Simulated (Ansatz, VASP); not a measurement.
## Cross-check of Ru (Ruthenium) between VASP and Ansatz

Wanted: the spread between two codes on one cell, functional and k mesh. The cell is taken from a series of runs on this material, whose earlier steps may have relaxed, scaled, displaced or heated it; both programs get it as it stands.

Method: plane waves, with VASP 6.6.1 beside it; zone-centre phonons at LDA, in Ansatz 0.2.0.

### 1. Set-up

The structure is hexagonal, space group P6_3/mmc (No. 194). Conventional cell: a = 2.700 Å, b = 2.700 Å, c = 4.287 Å, α = 90.00°, β = 90.00°, γ = 120.00°. Nearest to Ru lie 12 Ru at 2.65 to 2.70 Å.

### 2. Ansatz: zone-centre phonons, LDA, pair 1

Ansatz runs on its PAW soft_1 files.

Second derivatives magnify differences that forces hide, and they need a tight electronic threshold.

input.yaml

```yaml
crystal:
  lattice:
    - [2.7003195361, 0.0, 0.0]
    - [-1.3501597681, 2.3385453166, 0.0]
    - [0.0, 0.0, 4.2869557169]
  atoms:
    - { symbol: Ru, position: [0.3333333333, 0.6666666667, 0.25] }
    - { symbol: Ru, position: [0.6666666667, 0.3333333333, 0.75] }
kpoints:
  mp_grid: { grid: [10, 10, 6] }
hamiltonian:
  xc: lda
  pseudopotentials: { kind: paw, azcp: { folder: soft_1 }, xc_functional: pbe }
scf:
  occupations: { method: gaussian, width: 0.1 }
output:
  eigenvalues: true
basis:
  ecutwfc: 260.0
phonons:
  method: dfpt
```

Launch:

```
> ansatz run input.yaml --threads 4 --pin off --max-ram 15360MiB --backend cpu --events-out ev --progress --plain --runs-dir out
```

Numbers of over 12 decimals in the logs are rounded to 6 here.

The program printed:

```text
Warning: basis.ecutwfc = 260 eV is below the records' recommended 420 eV, and the density's cutoff is lower with it unless basis.ecutrho_ratio is high enough to keep the records' density cutoff: compare with a run at a higher cutoff
zone centre: on kpoints.mp_grid the ground state, and the responses unless they are solved on pairs of k-points, stand on 124 of the mesh's 600 k-points, reduced under 4 symmetry operations, with k and −k counted as one. Each operation leaves every solved displacement unchanged or reverses it
Engine: ansatz 0.2.0, aarch64-unknown-linux-gnu
Pseudopotentials: kind: paw
Pseudopotential: Ru, paw, valence charge 16, recommended cutoff 420 eV (normal), soft_1/Ru.paw.azcp
Functional definition: SPW92
  exchange = slater_x
  correlation = pw_c
Crystal: 2 atoms, lattice volume = 27.071 Å³
Basis set: ecut = 260 eV, 263 PW (Γ), exchange–correlation on 30×30×48 points (8 copies of the dense FFT grid, shifted against one another)
Bands: 20, of which v1, the nominal top of the filled ones, is band 16 counted from 1 (15 counted from 0)
Symmetry: 24 space group operations
k-points: 124 of 600 (irreducible under 4 space group operations, time reversal used)
Non-local potential: Ru, projectors of the file, l = 0: 3, l = 1: 2, l = 2: 2, l = 3: 1
PAW form: soft (Blöchl's): semilocal exchange-correlation on the pseudo side does not see the compensation charge
PAW frozen core: Ru, regenerated for the run's functional, and the local potential with it (the file was generated under x = pbe(κ = 0.804, μ = 0.219515), c = pbe(β = 0.066725))
PAW one-centre angular grid: Ru, 590 points (default); XC on 64 Gauss nodes
Initial density: superposition of atomic densities (chi_scale 0.1, normalization cell)
Initial wavefunctions: pseudopotential atomic-orbital guess
Functional: x = slater, c = lda
SCF iter   1: F=—  HF=-11516.757662 eV  |F-HF|=—  |Δ(HF+E_count)|=         —  Δρ=1.38e-1  dr2=5.02e0  ethr=3.10e-3  ⟨swp⟩=4.9  Hψ=9821  notcnv=0
preconditioner: auto → none  [metal: Δε(μ)=0.054 eV  Ē_g=6.340 eV  σ=0.100 eV  W_gap=0.29  n_scr=8 (ndim 8)  ℏωp=28.5 eV  f_vac=0.000  D(μ)=1.80/eV (n_scr^D=22)  sad-step TF]
SCF iter   2: F=—  HF=-11515.475364 eV  |F-HF|=—  |Δ(HF+E_count)|=    1.28e0  Δρ=7.34e-2  dr2=1.44e0  ethr=3.10e-3  ⟨swp⟩=4.9  Hψ=16994  notcnv=0  defer=2
automatic band count: the SCF goes on with 24 bands, as 20 were too few: they end inside the smearing window of the response
SCF iter   3: F=—  HF=-11514.972012 eV  |F-HF|=—  |Δ(HF+E_count)|=   5.03e-1  Δρ=4.06e-3  dr2=1.91e-3  ethr=3.10e-3  ⟨swp⟩=2.5  Hψ=5846  notcnv=0  defer=389
SCF iter   4: F=—  HF=-11514.973133 eV  |F-HF|=—  |Δ(HF+E_count)|=   1.12e-3  Δρ=3.41e-4  dr2=1.91e-5  ethr=5.96e-6  ⟨swp⟩=2.6  Hψ=4878  notcnv=0  defer=389
SCF iter   5: F=—  HF=-11514.973129 eV  |F-HF|=—  |Δ(HF+E_count)|=   4.16e-6  Δρ=1.20e-4  dr2=2.30e-6  ethr=5.98e-8  ⟨swp⟩=2.8  Hψ=4646  notcnv=0  defer=389
SCF iter   6: F=—  HF=-11514.973127 eV  |F-HF|=—  |Δ(HF+E_count)|=   1.72e-6  Δρ=1.96e-5  dr2=5.53e-8  ethr=7.17e-9  ⟨swp⟩=2.9  Hψ=4781  notcnv=0  defer=389
SCF iter   7: F=—  HF=-11514.973127 eV  |F-HF|=—  |Δ(HF+E_count)|=   3.76e-9  Δρ=1.24e-6  dr2=1.49e-10  ethr=1.73e-10  ⟨swp⟩=3.0  Hψ=4889  notcnv=0  defer=389
SCF iter   8: F=-11514.973127 eV  HF=-11514.973127 eV  |F-HF|=1.82e-12  |Δ(HF+E_count)|=  1.27e-11  Δρ=7.32e-8  dr2=1.15e-12  ethr=1.00e-12  ⟨swp⟩=9.2  Hψ=13941  notcnv=0
SCF 1 converged in 8 iterations: F = -11514.973127 eV  dr2 = 1.15e-12
  greatest PAW one-centre occupation: 1.000 electrons in one spin orbital (limit 2), on the Ru atom at site 1 (counted from 0), in its partial waves of l = 0
DFPT response loops at Γ: preconditioner auto → Kerker (q_TF=auto, 2.805 Å⁻¹) (partly filled bands, converged f_vac=0.000); β = 1.00, the filter's whole step (`scf.mixing.beta` (0.50) is not read by the response loops under this deck's `scf.mixing.preconditioner`; to damp them name `kerker` or `kerker_dos`, under which they read `scf.mixing.beta`, and type it under 1.00, their step now; both keys bind the ground state too); Broyden in place of MSR1
SCF converged after 8 iterations
Free energy (F): -11514.973127 eV
Harris-Foulkes:  -11514.973127 eV  (|F-HF|=1.82e-12)
Internal energy: -11514.961414 eV  (E = F + TS)
E sigma→0 (E₀):  -11514.967271 eV
Entropy (-TS):   -0.011713 eV (-5.857 meV/atom)
Fermi energy:    23.142880 eV
--- Per-component energies (eV) ---
  E_band       = -121.747653
  E_kinetic    = 924.876582
  E_local      = -2536.232680  (includes V_loc(G=0)·N_el)
  E_nonlocal   = 828.832425
  E_hartree    = 833.555609
  E_xc         = -339.387813
  E_vxc        = -430.788768  (∫ρ·V_xc dr)
  E_paw        = -6760.899340  (= ΣΔE_a)
  E_vpaw       = -575.550783  (= ΣTr[D̂ρ^β])
  E_aug_tail   = 0.004304  (compensation charges beyond the density's cutoff)
  E_ewald      = -4466.853868
  E_core_change = 1.143369  (= ΣΔE_core)
  E_smearing   = -0.011713  (= −TS)
  E_closure    = -0.000000  (closes the sum)
  Σ components = -11514.973127   (vs F -11514.973127, Δ=0.00e0)
--- Band table (eV; the first three rows and the last of 124) ---
  k-point 0: bands = [... 12 lower, 20.5587, 21.1681, 21.1681, 21.7547, 21.7547, 24.2965, 24.2965, 24.6354, ... 4 higher]
  k-point 1: bands = [... 12 lower, 20.4137, 20.9533, 20.9533, 22.0894, 22.0894, 23.6128, 24.2865, 24.2865, ... 4 higher]
  k-point 2: bands = [... 12 lower, 20.2320, 20.5907, 20.5907, 21.8083, 22.9052, 22.9052, 24.2126, 24.2126, ... 4 higher]
  k-point 123: bands = [... 12 lower, 20.6625, 20.6625, 21.9045, 21.9045, 24.8057, 24.8057, 28.3528, 28.3528, ... 4 higher]
--- Phonons (Γ-DFPT): 2 representative perturbations + reference, on 124 of 600 k-points (Σ response iterations 6) ---
  k mesh reduced under 4 symmetry operations, with k and −k counted as one. Each operation leaves every solved displacement unchanged or reverses it
  ASR residual: 5.710e-5 → 0.000e0 eV/Å²; symmetrization residual: 8.845e-10 eV/Å²
  ASR residual per site (eV/Å²): 5.71e-5 5.71e-5
  Γ frequencies (cm⁻¹): 0.00 0.00 0.00 184.95 184.95 235.32
  non-analytic LO–TO correction: not included (Born effective charges unavailable; polar crystals: no LO–TO splitting at Γ)
```

### 3. VASP: zone-centre phonons, LDA, pair 1

The same cell, functional (in two slightly different forms), mesh and smearing now go to VASP, with its own data sets.

Lines of VASP's logs that name or quote its potential files are left out, and so is its time.

INCAR

```
SYSTEM = Ru
PREC = Accurate
ENCUT = 500
EDIFF = 1E-08
NELM = 120
ISMEAR = 0
SIGMA = 0.1
LREAL = .FALSE.
ALGO = Normal
GGA = CA
NBANDS = 20
LASPH = .TRUE.
LORBIT = 11
LWAVE = .FALSE.
LCHARG = .FALSE.
ISIF = 2
IBRION = 8
GGA_COMPAT = .FALSE.
KPAR = 2
```

POSCAR

```
Ru
1.0
    2.7003195361      0.0000000000      0.0000000000
   -1.3501597681      2.3385453166      0.0000000000
    0.0000000000      0.0000000000      4.2869557169
Ru
2
Direct
    0.3333333333      0.6666666667      0.2500000000
    0.6666666667      0.3333333333      0.7500000000
```

KPOINTS

```
Automatic mesh
0
Gamma
10 10 6
0 0 0
```

The projector-augmented-wave data sets are Ru_pv (LDA family, release 64).

Launch:

```
> mpirun -np 2 vasp_std
```

The program printed:

```text
[banner, memory and clock lines left out]
running    2 mpi-ranks, on    1 nodes
 distrk:  each k-point on    1 cores,    2 groups
 distr:  one band on    1 cores,    1 groups

 POSCAR found type information on POSCAR Ru
 POSCAR found :  1 types and       2 ions
 LDA part: xc-table for (Slater(with rela. corr.)+CA(PZ))
 , standard interpolation
 POSCAR, INCAR and KPOINTS ok, starting setup
 FFT: planning ... GRIDC
 FFT: planning ... GRID_SOFT
 FFT: planning ... GRID
 WAVECAR not read
 entering main loop
       N       E                     dE             d eps       ncg     rms          rms(c)
DAV:   1     0.278594027942E+03    0.27859E+03   -0.17374E+04  2248   0.151E+03
DAV:   2    -0.169294384671E+02   -0.29552E+03   -0.28788E+03  2316   0.455E+02
DAV:   3    -0.227931244030E+02   -0.58637E+01   -0.58252E+01  2548   0.715E+01
DAV:   4    -0.228409213269E+02   -0.47797E-01   -0.47756E-01  2976   0.604E+00
DAV:   5    -0.228416174178E+02   -0.69609E-03   -0.69474E-03  2492   0.595E-01    0.186E+01
DAV:   6    -0.214345873668E+02    0.14070E+01   -0.35135E+00  2536   0.182E+01    0.470E+00
DAV:   7    -0.213542181207E+02    0.80369E-01   -0.45445E-01  2548   0.475E+00    0.108E+00
DAV:   8    -0.213442183882E+02    0.99997E-02   -0.24173E-02  2476   0.125E+00    0.290E-01
DAV:   9    -0.213435911391E+02    0.62725E-03   -0.11430E-03  2596   0.377E-01    0.298E-02
DAV:  10    -0.213436101068E+02   -0.18968E-04   -0.92202E-05  2508   0.971E-02    0.213E-02
DAV:  11    -0.213436082197E+02    0.18871E-05   -0.15878E-05  2552   0.384E-02    0.133E-03
DAV:  12    -0.213436081961E+02    0.23601E-07   -0.19488E-07  2572   0.386E-03    0.112E-03
DAV:  13    -0.213436081899E+02    0.61623E-08   -0.62456E-09  1636   0.761E-04
   1 F= -.21343608E+02 E0= -.21338682E+02  d E =-.985187E-02
 Linear response reoptimize wavefunctions to high precision
DAV:   1    -0.213436081955E+02   -0.55902E-08   -0.10497E-09  1568   0.326E-04
DAV:   2    -0.213436081956E+02   -0.52296E-10   -0.62937E-11  1508   0.919E-05
 Linear response DOF=           2
 Linear response progress:
  Degree of freedom:   1/  2
       N       E                     dE             d eps       ncg     rms          rms(c)
RMM:   1    -0.507124471544E+00   -0.50712E+00    0.33528E+00  8455   0.590E+01
RMM:   2    -0.608394979005E+00   -0.10127E+00   -0.11773E-01 11596   0.286E+00    0.146E-01
RMM:   3    -0.607306146912E+00    0.10888E-02   -0.36381E-03 13241   0.486E-01    0.654E-02
RMM:   4    -0.606113410621E+00    0.11927E-02   -0.45667E-04 13324   0.168E-01    0.240E-02
RMM:   5    -0.605954062815E+00    0.15935E-03   -0.40402E-05 15893   0.433E-02    0.120E-02
RMM:   6    -0.605911152245E+00    0.42911E-04   -0.53260E-05 13866   0.155E-02    0.120E-02
RMM:   7    -0.605865044485E+00    0.46108E-04   -0.42363E-05 13552   0.990E-03    0.743E-04
RMM:   8    -0.605882594022E+00   -0.17550E-04   -0.24446E-05 16854   0.303E-03    0.335E-04
RMM:   9    -0.605889697526E+00   -0.71035E-05   -0.14759E-05 15833   0.124E-03    0.101E-04
RMM:  10    -0.605891243032E+00   -0.15455E-05   -0.86276E-06 17188   0.774E-04    0.206E-05
RMM:  11    -0.605891618346E+00   -0.37531E-06   -0.47716E-06 17660   0.552E-04    0.895E-06
RMM:  12    -0.605891614822E+00    0.35238E-08   -0.31904E-06 17521   0.450E-04    0.397E-06
RMM:  13    -0.605891547437E+00    0.67386E-07   -0.19690E-06 18503   0.396E-04    0.188E-06
RMM:  14    -0.605891591089E+00   -0.43652E-07   -0.14814E-06 17029   0.368E-04    0.588E-07
[...]
RMM:  18    -0.605891608342E+00    0.12543E-07   -0.51572E-07 15450   0.331E-04    0.100E-06
RMM:  19    -0.605891623956E+00   -0.15614E-07   -0.34727E-07 15492   0.328E-04    0.293E-07
RMM:  20    -0.605891630390E+00   -0.64340E-08   -0.35747E-07 15911   0.327E-04    0.103E-07
RMM:  21    -0.605891625688E+00    0.47020E-08   -0.21766E-07 13956   0.326E-04    0.291E-07
RMM:  22    -0.605891625953E+00   -0.26494E-09   -0.25854E-07 13672   0.325E-04    0.335E-07
RMM:  23    -0.605891626169E+00   -0.21638E-09   -0.15323E-07 13600   0.325E-04    0.299E-07
RMM:  24    -0.605891626340E+00   -0.17061E-09   -0.20623E-07 13510   0.325E-04    0.353E-07
RMM:  25    -0.605891625637E+00    0.70321E-09   -0.10215E-07 13466   0.324E-04    0.311E-07
 first order change of Fermi-energy   0.28648E-05
 force on displaced ion       1 direction 1 :  -7.345   0.002   0.000
 Linear response progress:
  Degree of freedom:   2/  2
       N       E                     dE             d eps       ncg     rms          rms(c)
RMM:   1    -0.622748883739E+00   -0.62275E+00    0.38185E+00  2965   0.596E+01
RMM:   2    -0.734920733342E+00   -0.11217E+00   -0.12975E-01  4093   0.298E+00    0.143E-01
RMM:   3    -0.734814922152E+00    0.10581E-03    0.36081E-04  4587   0.458E-01    0.731E-02
RMM:   4    -0.734513861334E+00    0.30106E-03    0.48190E-04  4424   0.165E-01    0.876E-02
RMM:   5    -0.734379981399E+00    0.13388E-03    0.43859E-04  4441   0.829E-02    0.191E-02
RMM:   6    -0.734283649430E+00    0.96332E-04    0.32479E-04  5274   0.280E-02    0.955E-03
RMM:   7    -0.734239307811E+00    0.44342E-04    0.61103E-05  4839   0.811E-03    0.226E-03
RMM:   8    -0.734230695077E+00    0.86127E-05    0.68291E-05  5460   0.326E-03    0.584E-04
RMM:   9    -0.734236315116E+00   -0.56200E-05    0.64984E-05  5237   0.141E-03    0.895E-05
RMM:  10    -0.734241298672E+00   -0.49836E-05    0.29184E-05  5435   0.754E-04    0.296E-05
RMM:  11    -0.734243718677E+00   -0.24200E-05    0.11835E-05  5553   0.517E-04    0.105E-05
RMM:  12    -0.734244308525E+00   -0.58985E-06    0.87833E-06  5742   0.414E-04    0.365E-06
RMM:  13    -0.734244648463E+00   -0.33994E-06    0.52867E-06  6108   0.356E-04    0.205E-06
RMM:  14    -0.734244884873E+00   -0.23641E-06    0.26925E-06  5957   0.327E-04    0.829E-07
RMM:  15    -0.734244866871E+00    0.18002E-07    0.26034E-06  5458   0.309E-04    0.115E-06
RMM:  16    -0.734244959431E+00   -0.92560E-07    0.14120E-06  4926   0.299E-04    0.126E-06
RMM:  17    -0.734244953429E+00    0.60018E-08    0.12820E-06  5331   0.294E-04    0.225E-06
RMM:  18    -0.734244977495E+00   -0.24066E-07    0.10465E-06  5364   0.291E-04    0.172E-06
RMM:  19    -0.734244975792E+00    0.17035E-08    0.10750E-06  5484   0.288E-04    0.166E-06
RMM:  20    -0.734244981152E+00   -0.53608E-08    0.98226E-07  5210   0.287E-04    0.141E-06
RMM:  21    -0.734244957810E+00    0.23342E-07    0.12050E-06  4473   0.286E-04    0.168E-06
 first order change of Fermi-energy  -0.10858E-04
 force on displaced ion       1 direction 3 :   0.000   0.000  -9.343
 Linear response finished
```

Parts of OUTCAR (step 3):

```text
ion  position               nearest neighbor table
   1  0.333  0.667  0.250-   2 2.65   2 2.65   2 2.65   2 2.65   2 2.65   2 2.65
   2  0.667  0.333  0.750-   1 2.65   1 2.65   1 2.65   1 2.65   1 2.65   1 2.65

  LATTYP: Found a hexagonal cell.
 ALAT       =     2.7003195361
 C/A-ratio  =     1.5875734925

 Subroutine GETGRP returns: Found 24 space group operations
 (whereof 12 operations were pure point group operations)

The static configuration has the point symmetry D_3d.
 The point group associated with its full space group is D_6h.

 Found     56 irreducible k-points:

   k-points           NKPTS =     56   k-points in BZ     NKDIM =     56   number of bands    NBANDS=     20

   dimension x,y,z NGX =    20 NGY =   20 NGZ =   32
   dimension x,y,z NGXF=    40 NGYF=   40 NGZF=   64

   ENCUT  =  500.0 eV  36.75 Ry    6.06 a.u.   4.92  4.92  7.82*2*pi/ulx,y,z

   NELECT =      28.0000    total number of electrons

 k-points in reciprocal lattice and weights: Automatic mesh
   0.00000000  0.00000000  0.00000000       0.002
   0.10000000  0.00000000  0.00000000       0.010
   0.20000000  0.00000000  0.00000000       0.010
   0.30000000 -0.00000000  0.00000000       0.010
   0.40000000  0.00000000  0.00000000       0.010
   0.50000000  0.00000000  0.00000000       0.005
   0.10000000  0.10000000  0.00000000       0.010
   0.20000000  0.10000000  0.00000000       0.020
   0.30000000  0.10000000  0.00000000       0.020
[...]
0.40000000  0.20000000  0.50000000       0.010
   0.30000000  0.30000000  0.50000000       0.010

 average (electrostatic) potential at core
       1 -67.4219       2 -67.4219

  Total       -1.3952426     -1.3952426     -2.5147507      0.0000000      0.0000000     -0.0000000
  in kB      -82.5753406    -82.5753406   -148.8317479      0.0000000      0.0000000     -0.0000000
  external PRESSURE =    -104.6608097 kB  Pullay stress =       0.0000000 kB

  energy-cutoff  :      500.00
  volume of cell :       27.07
      direct lattice vectors                 reciprocal lattice vectors
     2.700319536  0.000000000  0.000000000     0.370326543  0.213808130  0.000000000
    -1.350159768  2.338545317  0.000000000     0.000000000  0.427616259  0.000000000
     0.000000000  0.000000000  4.286955717     0.000000000  0.000000000  0.233265764

 POSITION                                       TOTAL-FORCE (eV/Angst)
 -----------------------------------------------------------------------------------
     -0.00000      1.55903      1.07174         0.000000     -0.000000      0.000000
      1.35016      0.77952      3.21522        -0.000000      0.000000      0.000000
 -----------------------------------------------------------------------------------
    total drift:                               -0.000000      0.000000     -0.000000

 Eigenvectors and eigenvalues of the dynamical matrix
 ----------------------------------------------------

   1 f  =    6.721977 THz    42.235426 2PiTHz  224.221013 cm-1    27.799850 meV
             X         Y         Z           dx          dy          dz
     -0.000000  1.559030  1.071739     0.000000    0.000000    0.707107
      1.350160  0.779515  3.215217    -0.000000    0.000000   -0.707107

   2 f  =    5.959954 THz    37.447494 2PiTHz  198.802658 cm-1    24.648377 meV
             X         Y         Z           dx          dy          dz
     -0.000000  1.559030  1.071739     0.489957   -0.509845   -0.000000
      1.350160  0.779515  3.215217    -0.489957    0.509845    0.000000

   3 f  =    5.959954 THz    37.447494 2PiTHz  198.802658 cm-1    24.648377 meV
             X         Y         Z           dx          dy          dz
     -0.000000  1.559030  1.071739    -0.509845   -0.489957    0.000000
      1.350160  0.779515  3.215217     0.509845    0.489957    0.000000

   4 f  =    0.000000 THz     0.000000 2PiTHz    0.000002 cm-1     0.000000 meV
             X         Y         Z           dx          dy          dz
     -0.000000  1.559030  1.071739     0.598519   -0.376530    0.000000
      1.350160  0.779515  3.215217     0.598519   -0.376530    0.000000

   5 f  =    0.000000 THz     0.000000 2PiTHz    0.000002 cm-1     0.000000 meV
             X         Y         Z           dx          dy          dz
     -0.000000  1.559030  1.071739     0.376530    0.598519    0.000000
      1.350160  0.779515  3.215217     0.376530    0.598519    0.000000

   6 f  =    0.000000 THz     0.000000 2PiTHz    0.000000 cm-1     0.000000 meV
             X         Y         Z           dx          dy          dz
     -0.000000  1.559030  1.071739     0.000000    0.000000    0.707107
      1.350160  0.779515  3.215217    -0.000000    0.000000    0.707107

 ELASTIC MODULI CONTR FROM IONIC RELAXATION (kBar)
 Direction    XX          YY          ZZ          XY          YZ          ZX
 --------------------------------------------------------------------------------
 XX         -13.3259     13.3259     -0.0000      0.0000      0.0000      0.0000
 YY          13.3259    -13.3259      0.0000      0.0000     -0.0000     -0.0000
 ZZ          -0.0000      0.0000     -0.0000     -0.0000     -0.0000     -0.0000
 XY           0.0000      0.0000     -0.0000    -13.3259      0.0000      0.0000
 YZ           0.0000     -0.0000     -0.0000      0.0000     -0.0000     -0.0000
 ZX           0.0000     -0.0000     -0.0000      0.0000     -0.0000     -0.0000
 --------------------------------------------------------------------------------
```

(Continued in part 2 of 2.)

[Lines on the potential files, build, host, timing and source positions are cut from VASP's logs without a mark.]

[Logs are printed without paths, hosts, clocks, repeated set-up lines and the standing remarks that a program may print on its own settings, such as how far it seeks lower states.]

[Hosts, paths, dates, database ids (printed as entryN), source tags and the programs' standing remarks are cut or masked in the printed files.]
